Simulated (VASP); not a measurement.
Output of a VASP run:

OSZICAR:
```
       N       E                     dE             d eps       ncg     rms          rms(c)
DAV:   1     0.124171638896E+03    0.12417E+03   -0.10930E+04  1624   0.222E+03
DAV:   2    -0.247303270202E+02   -0.14890E+03   -0.14518E+03  1712   0.454E+02
DAV:   3    -0.376787009774E+02   -0.12948E+02   -0.12893E+02  1886   0.120E+02
DAV:   4    -0.379631196067E+02   -0.28442E+00   -0.28397E+00  1784   0.187E+01
DAV:   5    -0.379715779639E+02   -0.84584E-02   -0.84573E-02  2096   0.314E+00    0.745E+00
DAV:   6    -0.313315989239E+02    0.66400E+01   -0.80421E+00  2292   0.548E+01    0.311E+00
DAV:   7    -0.314401169170E+02   -0.10852E+00   -0.10935E+00  1592   0.107E+01    0.141E+00
DAV:   8    -0.321462103920E+02   -0.70609E+00   -0.50809E-01  1580   0.767E+00    0.430E-01
DAV:   9    -0.315187872847E+02    0.62742E+00   -0.34778E-01  1586   0.646E+00    0.174E-01
DAV:  10    -0.315881710000E+02   -0.69384E-01   -0.52023E-02  1652   0.220E+00    0.103E-01
DAV:  11    -0.315891695463E+02   -0.99855E-03   -0.10801E-03  1850   0.342E-01    0.673E-02
DAV:  12    -0.315891748296E+02   -0.52833E-05   -0.50457E-04  1610   0.253E-01    0.278E-02
DAV:  13    -0.315894874005E+02   -0.31257E-03   -0.12019E-04  1628   0.118E-01    0.199E-02
DAV:  14    -0.315894993832E+02   -0.11983E-04   -0.25130E-05  1732   0.683E-02    0.626E-03
DAV:  15    -0.315894965797E+02    0.28035E-05   -0.12284E-05  1592   0.385E-02    0.346E-03
DAV:  16    -0.315895028777E+02   -0.62980E-05   -0.21062E-06  1676   0.156E-02    0.180E-03
DAV:  17    -0.315895032419E+02   -0.36416E-06   -0.42361E-07  1642   0.659E-03    0.334E-04
DAV:  18    -0.315895032162E+02    0.25697E-07   -0.24682E-08   898   0.186E-03
   1 F= -.31589503E+02 E0= -.31589503E+02  d E =0.000000E+00
       N       E                     dE             ncg
       N       E                     dE             ncg
```

**OUTCAR**
```
------------------------ aborting loop because EDIFF is reached ----------------------------------------
  FORCE on cell =-STRESS in cart. coord.  units (eV):
  Direction    XX          YY          ZZ          XY          YZ          ZX
  --------------------------------------------------------------------------------------
  Total        0.0263654      0.0263654      0.0263654      0.0000000      0.0000000      0.0000000
  in kB        1.4149014      1.4149014      1.4149014      0.0000000      0.0000000      0.0000000
  external PRESSURE =       1.4149014 kB  Pullay stress =       0.0000000 kB
  volume of cell :       29.86
      direct lattice vectors                 reciprocal lattice vectors
     3.102223484  0.000000000  0.000000000     0.322349439  0.000000000  0.000000000
     0.000000000  3.102223484  0.000000000     0.000000000  0.322349439  0.000000000
     0.000000000  0.000000000  3.102223484     0.000000000  0.000000000  0.322349439
 POSITION                                       TOTAL-FORCE (eV/Angst)
 -----------------------------------------------------------------------------------
      0.00000      0.00000      0.00000         0.000000      0.000000      0.000000
      1.55111      1.55111      1.55111         0.000000      0.000000      0.000000
 -----------------------------------------------------------------------------------
    total drift:                                0.000000      0.000000     -0.000000
  FREE ENERGIE OF THE ION-ELECTRON SYSTEM (eV)
  ---------------------------------------------------
  free  energy   TOTEN  =       -31.5895032162 eV

  energy  without entropy=      -31.5895032162  energy(sigma->0) =      -31.58950322

 total charge

# of ion       s       p       d       tot
------------------------------------------
    1        1.398   0.599  10.018  12.016
    2        1.595   3.303   0.000   4.898
--------------------------------------------------
tot          2.993   3.902  10.018  16.914
```
(Selected blocks of OUTCAR.)

File POSCAR:
```
SnO
1
    3.1022234843    -0.0000000000     0.0000000000
   -0.0000000000     3.1022234843    -0.0000000000
    0.0000000000    -0.0000000000     3.1022234843
Sn O
1 1
Direct
  0.0000000000   0.0000000000   0.0000000000
  0.5000000000   0.5000000000   0.5000000000
```

Task: Write an INCAR and KPOINTS that could have produced this output.

Result: One answer among several that fit: the input of the run itself, r2SCAN meta-GGA, plane waves, VASP's PBE PAW potentials (set 64).

**INCAR**
```
ALGO = Normal
EDIFF = 1E-7
ENCUT = 520
ISIF = 2
ISMEAR = -5
LASPH = .TRUE.
LCHARG = .FALSE.
LMAXMIX = 4
LMIXTAU = .TRUE.
LORBIT = 11
LREAL = .FALSE.
LWAVE = .FALSE.
METAGGA = R2SCAN
NEDOS = 601
NELM = 100
PREC = Accurate
SYSTEM = SnO
```

KPOINTS_OPT:
```
k-points along high-symmetry lines
10
Line-mode
Reciprocal
  0.000000   0.000000   0.000000 ! GAMMA
  0.000000   0.500000   0.000000 ! X

  0.000000   0.500000   0.000000 ! X
  0.500000   0.500000   0.000000 ! M

  0.500000   0.500000   0.000000 ! M
  0.000000   0.000000   0.000000 ! GAMMA

  0.000000   0.000000   0.000000 ! GAMMA
  0.500000   0.500000   0.500000 ! R

  0.500000   0.500000   0.500000 ! R
  0.000000   0.500000   0.000000 ! X

  0.500000   0.500000   0.500000 ! R
  0.500000   0.500000   0.000000 ! M
```

File KPOINTS:
```
Automatic mesh
0
Gamma
10 10 10
0 0 0
```

POTCAR, in this order: Sn_d O (PBE.64 set). Program: vasp_std.

For a metal the tetrahedron method with Blöchl corrections gives inexact stress and forces.

The structure was generated: SnO was put into the CsCl type (Pm-3m), which need not be its known phase. It was relaxed first, which changed the volume by +33 %.
